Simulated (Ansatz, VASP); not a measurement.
**Se (Selenium) in two plane-wave programs**

One calculation is typed for both programs; each brings its own data sets. How far apart do they land? The cell is taken from a series of runs on this material, whose earlier steps may have relaxed, scaled, displaced or heated it; both programs get it as it stands.

Program: Ansatz 0.2.0. Level of theory: plane waves, with VASP 6.6.1 beside it; relaxation of cell and atoms at LDA. Results are calculated unless marked as measured.

### Step 1. Starting point

Symmetry: P3_121, No. 152, trigonal system. Conventional cell: a = 3.938 Å, b = 3.938 Å, c = 5.121 Å, α = 90.00°, β = 90.00°, γ = 120.00°. Nearest to Se lie 2 Se at 2.45 Å.

### Step 2. Ansatz: relaxation of cell and atoms, LDA

Ansatz runs on norm-conserving files, of PseudoDojo where its log says so.

The relaxed volume is the usual yardstick between codes: in a stiff, nearly cubic crystal its relative difference is about their pressure difference at one cell divided by the bulk modulus.

input.yaml

```yaml
crystal:
  lattice:
    - [3.9378395992, 0.0, 0.0]
    - [-1.9689197996, 3.410269129, 0.0]
    - [0.0, 0.0, 5.1207872701]
  atoms:
    - { symbol: Se, position: [0.2570070292, 0.0, 0.3333333333] }
    - { symbol: Se, position: [0.0, 0.2570070292, 0.6666666667] }
    - { symbol: Se, position: [0.7429929708, 0.7429929708, 0.0] }
kpoints:
  mp_grid: { grid: [9, 9, 6] }
hamiltonian:
  xc: lda
  pseudopotentials: { kind: nc, accuracy: standard }
scf:
  occupations: { method: gaussian, width: 0.01 }
output:
  forces: true
  stress: true
  eigenvalues: true
relax:
  adjacent_minimum: "off"
  f_tol: 0.003
  max_steps: 80
  cell: { stress_tol: 0.03 }
```

The run is started by

```sh
> ansatz run input.yaml --threads 4 --pin off --max-ram 16384MiB --backend cpu --events-out ev --progress --plain --runs-dir out
```

Numbers of over 12 decimals in the logs are rounded to 6 here.

The log of the run:

```text
Engine: ansatz 0.2.0, x86_64-unknown-linux-gnu
Pseudopotentials: kind: nc
Pseudopotential: Se, nc, valence charge 16, recommended cutoff 1170.089609 eV (normal), Se.nc.azcp (PseudoDojo's, or run here from an input of PseudoDojo's; its table is named by hamiltonian.pseudopotentials.accuracy)
Functional definition: SPW92
  exchange = slater_x
  correlation = pw_c
Crystal: 3 atoms, lattice volume = 68.768 Å³
Basis set: ecut = 1170.089609 eV, 6161 PW (Γ)
Bands: 29, of which v1, the nominal top of the filled ones, is band 24 counted from 1 (23 counted from 0)
Symmetry: 6 space group operations
Space group: P3121 (ITA 152), of the structure as read, at distance tolerance 4.1e-5 Å
k-points: 62 of 486 (time reversal used)
Non-local potential: Se, projectors of the file, l = 0: 2, l = 1: 2, l = 2: 2
Initial density: superposition of atomic densities (chi_scale 0.1, normalization cell)
Initial wavefunctions: pseudopotential atomic-orbital guess
Functional: x = slater, c = lda
SCF iter   1: F=—  HF=-9892.615014 eV  |F-HF|=—  |Δ(HF+E_count)|=         —  Δρ=2.63e-2  dr2=2.81e-1  ethr=3.10e-3  ⟨swp⟩=7.4  Hψ=8243  notcnv=0
preconditioner: auto → Resta (q_TF=auto, 2.570 Å⁻¹)  ε∞=4.3  [insulator: Δε(μ)=0.414 eV  Ē_g=10.510 eV  σ=0.010 eV  W_gap=1.00  n_scr=22 (ndim 8)  ℏωp=19.0 eV  f_vac=0.008  D(μ)=0.00/eV (n_scr^D=0)  ε∞_Penn≈4.3]
SCF iter   2: F=—  HF=-9892.551793 eV  |F-HF|=—  |Δ(HF+E_count)|=   6.32e-2  Δρ=1.36e-2  dr2=7.48e-2  ethr=5.86e-4  ⟨swp⟩=2.1  Hψ=2488  notcnv=0  defer=6
SCF iter   3: F=—  HF=-9892.534681 eV  |F-HF|=—  |Δ(HF+E_count)|=   1.71e-2  Δρ=1.49e-3  dr2=9.44e-4  ethr=1.56e-4  ⟨swp⟩=4.0  Hψ=3114  notcnv=0  defer=62
SCF iter   4: F=—  HF=-9892.534705 eV  |F-HF|=—  |Δ(HF+E_count)|=   2.38e-5  Δρ=3.20e-4  dr2=6.38e-5  ethr=1.97e-6  ⟨swp⟩=2.0  Hψ=2614  notcnv=0  defer=62
SCF iter   5: F=—  HF=-9892.534526 eV  |F-HF|=—  |Δ(HF+E_count)|=   1.80e-4  Δρ=8.63e-5  dr2=3.10e-6  ethr=1.33e-7  ⟨swp⟩=2.1  Hψ=3151  notcnv=0  defer=62
SCF iter   6: F=—  HF=-9892.534526 eV  |F-HF|=—  |Δ(HF+E_count)|=   2.19e-7  Δρ=2.11e-5  dr2=1.48e-7  ethr=6.46e-9  ⟨swp⟩=2.4  Hψ=3146  notcnv=0  defer=62
SCF iter   7: F=-9892.534526 eV  HF=-9892.534526 eV  |F-HF|=1.35e-9  |Δ(HF+E_count)|=   1.97e-8  Δρ=2.39e-6  dr2=2.82e-9  ethr=2.08e-10  ⟨swp⟩=11.0  Hψ=8272  notcnv=0
SCF 1 converged in 7 iterations: F = -9892.534526 eV  dr2 = 2.82e-9
relax step   1: F+E_penalty+E_count = -9892.53452587 eV  Δ(F+E_penalty+E_count) = +0.000e0 eV  max|allowed force component| = 5.110e-3 eV/Å  Δτ_max = 0.0000 Å  P = -0.003 GPa  Ω = 68.768 Å³  (7 SCF iters, dr2 threshold 1.00e-7 eV, accepted)
[...]
relax step   2: F+E_penalty+E_count = -9892.53454237 eV  Δ(F+E_penalty+E_count) = -1.650e-5 eV  max|allowed force component| = 6.075e-4 eV/Å  Δτ_max = 0.0008 Å  P = -0.022 GPa  Ω = 68.789 Å³  energy of the carried Pulay correction = -2.488e-6 eV  (4 SCF iters, dr2 threshold 5.33e-9 eV, accepted)
[...]
relax step   3: F+E_penalty+E_count = -9892.53454408 eV  Δ(F+E_penalty+E_count) = -1.705e-6 eV  max|allowed force component| = 6.080e-4 eV/Å  Δτ_max = 0.0000 Å  P = -0.022 GPa  Ω = 68.789 Å³  stress off target by 2.69e-2 GPa  SCF on the basis re-selected at this cell (its energy is not comparable with the rows above)  (5 SCF iters)
basis re-selected at this cell: Δ(F+E_penalty+E_count) = -1.705e-6 eV, ΔP = +0.000 GPa vs the last step (what re-selecting the basis moved, of the pressure what is left beyond the Pulay correction that the steps carried, after the strain that the cell walked since its last selection, with what the two solves' SCF thresholds leave and, on support functions, any second-order correction that the steps lacked; it is no m [...]
SCF converged after 5 iterations
Free energy (F): -9892.534544 eV
Harris-Foulkes:  -9892.534544 eV  (|F-HF|=3.64e-12)
Internal energy: -9892.534544 eV  (E = F + TS)
E sigma→0 (E₀):  -9892.534544 eV
Fermi energy:    9.908125 eV
--- Per-component energies (eV) ---
  E_band       = -1108.103664
  E_kinetic    = 6395.863536
  E_local      = -7523.391783  (includes V_loc(G=0)·N_el)
  E_nonlocal   = -4159.638882
  E_hartree    = 2780.118522
  E_xc         = -1946.577901
  E_vxc        = -1381.173656  (∫ρ·V_xc dr)
  E_ewald      = -5438.908035
  E_smearing   = -0.000000  (= −TS)
  E_closure    = -0.000000  (closes the sum)
  Σ components = -9892.534544   (vs F -9892.534544, Δ=0.00e0)
--- Forces (eV/Å), atoms counted from 1 ---
  atom   1  Se    -0.00060797    -0.00000000    -0.00000000
  atom   2  Se     0.00030399    -0.00052652    -0.00000000
  atom   3  Se     0.00030399     0.00052652     0.00000000
  max |Σ_I F_I| component: 1.48e-16 eV/Å
--- Stress (GPa, compression-positive) ---
       -0.019711       0.000000       0.000000
        0.000000      -0.019711       0.000000
        0.000000       0.000000      -0.026889
  P = ⅓ Tr σ = -0.0221 GPa (-0.221 kbar)
--- Band table (eV; the first three rows and the last of 62) ---
  k-point 0: bands = [... 20 lower, 6.3608, 7.8015, 7.8015, 9.0522, 11.0781, 11.0781, 11.7597, 15.9916, ... 1 higher]
  k-point 1: bands = [... 20 lower, 6.7006, 7.8208, 7.9555, 8.9933, 10.8597, 10.8990, 11.4349, 15.7741, ... 1 higher]
  k-point 2: bands = [... 20 lower, 6.7729, 8.0742, 8.1631, 8.7993, 10.5231, 10.6097, 10.8453, 15.2684, ... 1 higher]
  k-point 61: bands = [... 20 lower, 3.8172, 8.5419, 9.7812, 9.7812, 10.0348, 11.6782, 11.6782, 16.9889, ... 1 higher]
--- Relaxed structure (2 steps of the walk, 2 accepted, 1 SCFs on fresh bases) ---
  F+E_penalty+E_count = -9892.53454408 eV   max|allowed force component| = 6.080e-4 eV/Å   (the final SCF, on the basis selected at the relaxed cell)
  cell:  # Å, volume = 68.7892 Å³
    - [3.936381, 0, 2.999069762587869e-19]
    - [-1.968191, 3.409006, -1.4995348812939344e-19]
    - [3.900006050367474e-19, 0, 5.126197]
  atoms:
    - { symbol: Se, position: [0.256795, 0, 0.333333] }
    - { symbol: Se, position: [-2.7821626231223235e-17, 0.256795, 0.666667] }
    - { symbol: Se, position: [0.743205, 0.743205, 0] }
```

Reading the cycles: dr2 is the Hartree energy of the density residual (eV), the measure of convergence; HF is the Harris–Foulkes estimate of the energy, which meets the free energy F at convergence.

### Step 3. VASP: relaxation of cell and atoms, LDA

The same cell, functional (in two slightly different forms), mesh and smearing now go to VASP, with its own data sets.

Lines of VASP's logs that name or quote its potential files are left out, and so is its time.

INCAR

```
SYSTEM = Se
PREC = Accurate
ENCUT = 500
EDIFF = 1E-07
NELM = 120
ISMEAR = 0
SIGMA = 0.01
LREAL = .FALSE.
ALGO = Normal
GGA = CA
NBANDS = 15
LORBIT = 11
LWAVE = .FALSE.
LCHARG = .FALSE.
ISIF = 3
IBRION = 2
NSW = 80
EDIFFG = -0.005
LASPH = .TRUE.
GGA_COMPAT = .FALSE.
NELMIN = 4
EFERMI = MIDGAP
```

POSCAR

```
Se
1.0
    3.9378400000      0.0000000000      0.0000000000
   -1.9689200000      3.4102690000      0.0000000000
    0.0000000000      0.0000000000      5.1207870000
Se
3
Direct
    0.2570068870      0.0000000000      0.3333333333
    0.0000000558      0.2570069986      0.6666666667
    0.7429930572      0.7429930014      0.0000000000
```

KPOINTS

```
Automatic mesh
0
Gamma
9 9 6
0 0 0
```

Potentials, in the order of the species: Se (LDA family, release 64).

The run is started by

```sh
> mpirun -np 1 vasp_std
```

The log of the run:

```text
[banner, memory and clock lines left out]
running    1 mpi-ranks, on    1 nodes
 distrk:  each k-point on    1 cores,    1 groups
 distr:  one band on    1 cores,    1 groups

 POSCAR found type information on POSCAR Se
 POSCAR found :  1 types and       3 ions
 LDA part: xc-table for (Slater(with rela. corr.)+CA(PZ))
 , standard interpolation
 POSCAR, INCAR and KPOINTS ok, starting setup
 FFT: planning ... GRIDC
 FFT: planning ... GRID_SOFT
 FFT: planning ... GRID
 WAVECAR not read
 entering main loop
       N       E                     dE             d eps       ncg     rms          rms(c)
DAV:   1     0.784443506768E+02    0.78444E+02   -0.73480E+03  1860   0.986E+02
DAV:   2    -0.759056704913E+01   -0.86035E+02   -0.81727E+02  2508   0.164E+02
DAV:   3    -0.125280272760E+02   -0.49375E+01   -0.49147E+01  2196   0.441E+01
DAV:   4    -0.125622375543E+02   -0.34210E-01   -0.34203E-01  2434   0.434E+00
DAV:   5    -0.125624403269E+02   -0.20277E-03   -0.20277E-03  2259   0.327E-01    0.766E+00
DAV:   6    -0.125006783114E+02    0.61762E-01   -0.29757E-02  2329   0.111E+00    0.467E+00
DAV:   7    -0.124782068093E+02    0.22472E-01   -0.57255E-02  2091   0.148E+00    0.184E-01
DAV:   8    -0.124773458914E+02    0.86092E-03   -0.82826E-03  2105   0.580E-01    0.111E-01
DAV:   9    -0.124773708232E+02   -0.24932E-04   -0.23310E-04  2560   0.106E-01    0.299E-02
DAV:  10    -0.124773639884E+02    0.68348E-05   -0.27887E-05  2315   0.353E-02    0.617E-03
DAV:  11    -0.124773644591E+02   -0.47073E-06   -0.54736E-06  2427   0.136E-02    0.356E-03
DAV:  12    -0.124773642212E+02    0.23796E-06   -0.71854E-07  2147   0.534E-03    0.111E-03
DAV:  13    -0.124773642040E+02    0.17205E-07   -0.11365E-07  1399   0.200E-03
   1 F= -.12477364E+02 E0= -.12477364E+02  d E =-.124774E+02
[...]
2 F= -.12477427E+02 E0= -.12477427E+02  d E =-.623925E-04
[...]
3 F= -.12477497E+02 E0= -.12477497E+02  d E =-.133132E-03
[...]
4 F= -.12477520E+02 E0= -.12477520E+02  d E =-.223251E-04
 ZBRENT: can't locate minimum, use default step
 trial-energy change:   -0.000022  1 .order   -0.000022   -0.000025   -0.000019
 step:   3.6630(harm=  4.1111)  dis= 0.00204  next Energy=   -12.477553 (dE=-0.556E-04)
 bond charge predicted
       N       E                     dE             d eps       ncg     rms          rms(c)
DAV:   1    -0.124775799997E+02   -0.60334E-04   -0.84597E-03  1860   0.518E-01    0.487E-02
DAV:   2    -0.124775733417E+02    0.66580E-05   -0.40486E-04  2623   0.127E-01    0.248E-02
DAV:   3    -0.124775576665E+02    0.15675E-04   -0.20738E-05  2042   0.244E-02    0.116E-02
DAV:   4    -0.124775541743E+02    0.34922E-05   -0.83271E-06  2273   0.150E-02    0.338E-03
DAV:   5    -0.124775541292E+02    0.45074E-07   -0.20616E-07  2163   0.297E-03
   5 F= -.12477554E+02 E0= -.12477554E+02  d E =-.567936E-04
 curvature:  -2.14 expect dE=-0.724E-05 dE for cont linesearch -0.716E-06
 trial: gam=-0.00012 g(F)=  0.299E-06 g(S)=  0.309E-05 ort = 0.310E-05 (trialstep = 0.147E+01)
 search vector abs. value=  0.338E-05
 reached required accuracy - stopping structural energy minimisation
```

From OUTCAR (step 3):

```text
ion  position               nearest neighbor table
   1  0.257  0.000  0.333-   3 2.45   2 2.45
   2  0.000  0.257  0.667-   1 2.45   3 2.45
   3  0.743  0.743  0.000-   1 2.45   2 2.45

  LATTYP: Found a hexagonal cell.
 ALAT       =     3.9378400000
 C/A-ratio  =     1.3004050444

 Subroutine GETGRP returns: Found  6 space group operations
 (whereof  2 operations were pure point group operations)

The static configuration has the point symmetry C_2 .
 The point group associated with its full space group is D_3 .

 Found     62 irreducible k-points:

   k-points           NKPTS =     62   k-points in BZ     NKDIM =     62   number of bands    NBANDS=     15

   dimension x,y,z NGX =    30 NGY =   30 NGZ =   40
   dimension x,y,z NGXF=    60 NGYF=   60 NGZF=   80

   ENCUT  =  500.0 eV  36.75 Ry    6.06 a.u.   7.18  7.18  9.34*2*pi/ulx,y,z

   NELECT =      18.0000    total number of electrons

 k-points in reciprocal lattice and weights: Automatic mesh
   0.00000000  0.00000000  0.00000000       0.002
   0.11111111  0.00000000  0.00000000       0.012
   0.22222222  0.00000000  0.00000000       0.012
   0.33333333  0.00000000  0.00000000       0.012
   0.44444444  0.00000000  0.00000000       0.012
   0.11111111  0.11111111  0.00000000       0.012
   0.22222222  0.11111111  0.00000000       0.025
   0.33333333  0.11111111  0.00000000       0.025
   0.44444444  0.11111111  0.00000000       0.012
[...]
0.33333333  0.22222222  0.50000000       0.025
   0.33333333  0.33333333  0.50000000       0.004

 average (electrostatic) potential at core
       1 -60.7569       2 -60.7569       3 -60.7569

 E-fermi :   4.5905

 k-point     1 :       0.0000    0.0000    0.0000
  band No.  band energies     occupation
    ...
      5       1.0421      2.00000
      6       1.0421      2.00000
      7       2.4797      2.00000
      8       2.4797      2.00000
      9       3.7378      2.00000
     10       5.7605      0.00000
     11       5.7605      0.00000
     12       6.4413      0.00000
     13      10.6336      0.00000
     14      10.6336      0.00000
    ...

 k-point     2 :       0.1111    0.0000    0.0000
  band No.  band energies     occupation
    ...
      5       0.5984      2.00000
      6       0.9323      2.00000
      7       2.7106      2.00000
      8       3.0886      2.00000
      9       3.7742      2.00000
     10       5.5135      0.00000
     11       5.7113      0.00000
     12       6.3772      0.00000
     13      10.4333      0.00000
     14      10.5822      0.00000
    ...

 k-point     3 :       0.2222    0.0000    0.0000
  band No.  band energies     occupation
    ...
      5      -0.0275      2.00000
      6       0.5664      2.00000
      7       2.8021      2.00000
      8       3.1716      2.00000
      9       3.5274      2.00000
     10       5.6368      0.00000
     11       5.8312      0.00000
     12       6.6224      0.00000
     13       9.6113      0.00000
     14      10.8418      0.00000
    ...

  Total        0.0066213      0.0066213     -0.0102068      0.0000000     -0.0000000      0.0000000
  in kB        0.1536466      0.1536465     -0.2368484      0.0000000     -0.0000000      0.0000000
  external PRESSURE =       0.0234816 kB  Pullay stress =       0.0000000 kB

  energy-cutoff  :      500.00
  volume of cell :       69.04
      direct lattice vectors                 reciprocal lattice vectors
     3.942539440 -0.000000000  0.000000000     0.253643626  0.146441236  0.000000000
    -1.971269720  3.414338833 -0.000000000     0.000000000  0.292882473 -0.000000000
    -0.000000000  0.000000000  5.129184988    -0.000000000  0.000000000  0.194962748

 POSITION                                       TOTAL-FORCE (eV/Angst)
 -----------------------------------------------------------------------------------
     -0.96025      3.41434      1.70973        -0.001436      0.000000     -0.000000
     -0.50551      0.87557      3.41946         0.000718     -0.001244      0.000000
      1.46576      2.53877     -0.00000         0.000718      0.001244     -0.000000
 -----------------------------------------------------------------------------------
    total drift:                                0.000200     -0.000115     -0.000027

  FREE ENERGIE OF THE ION-ELECTRON SYSTEM (eV)
  ---------------------------------------------------
  free  energy   TOTEN  =       -12.4775541292 eV

  energy  without entropy=      -12.4775541292  energy(sigma->0) =      -12.47755413

 reached required accuracy - stopping structural energy minimisation

 total charge
# of ion       s       p       d       tot
------------------------------------------
    1        1.531   2.138   0.060   3.729
    2        1.531   2.138   0.060   3.729
    3        1.531   2.138   0.060   3.729
--------------------------------------------------
tot          4.593   6.414   0.179  11.186

[... 3 further parts left out ...]
```

CONTCAR:

```
Se
   1.00000000000000
     3.9425394401896914   -0.0000000000000000    0.0000000000000000
    -1.9712697200948457    3.4143388328829709   -0.0000000000000000
    -0.0000000000000000    0.0000000000000000    5.1291849881704241
  Se
     3
Direct
     0.2564397698369004    1.0000000000000000    0.3333333332999970
     0.0000000557999911    0.2564398814368756    0.6666666667000030
     0.7435601743631157    0.7435601185631245    0.0000000000000000
```

The run keeps the 6 symmetry operations of its start, so it cannot find a distortion of lower symmetry.

### Step 4. Side by side

Known differences besides the potentials themselves: the two LDA forms differ slightly; the data sets hold 48 valence electrons in Ansatz (on norm-conserving files, of PseudoDojo where its log says so) and 18 in VASP; the cutoff is 1170.09 eV in Ansatz and 500 eV in VASP; VASP's log shows a relativistic correction to its local exchange, Ansatz's none; Ansatz adds a Pulay correction to the stress that steers its cell, VASP none. Total energies have different zeros and are not compared.

Both answers:

| quantity | Ansatz | VASP | difference |
| --- | --- | --- | --- |
| volume (Å³) | 68.79 | 69.04 | -0.37 % |
| edge a after relaxation, in the typed setting (Å) | 3.936 | 3.942 | -0.15 % |
| edge c after relaxation, in the typed setting (Å) | 5.126 | 5.129 | -0.06 % |

### Step 5. Outcome

```
difference in volume (relaxation of cell and atoms, LDA) : -0.37 %
```

What this shows: The difference in volume is -0.37 % (relaxation of cell and atoms, LDA), within the 1.2 % picked in this series as the mark of a large difference, as far as the stopping tolerances let one tell. The data sets hold unlike numbers of valence electrons (48 in Ansatz and 18 in VASP), so part of the differences comes from the potentials. How closely two codes agree says nothing of how well the functional describes the real material.

[Lines on the potential files, build, host, timing and source positions are cut from VASP's logs without a mark.]

[Logs are printed without paths, hosts, clocks, repeated set-up lines and the standing remarks that a program may print on its own settings, such as how far it seeks lower states.]

[Hosts, paths, dates, database ids (printed as entryN), source tags and the programs' standing remarks are cut or masked in the printed files.]
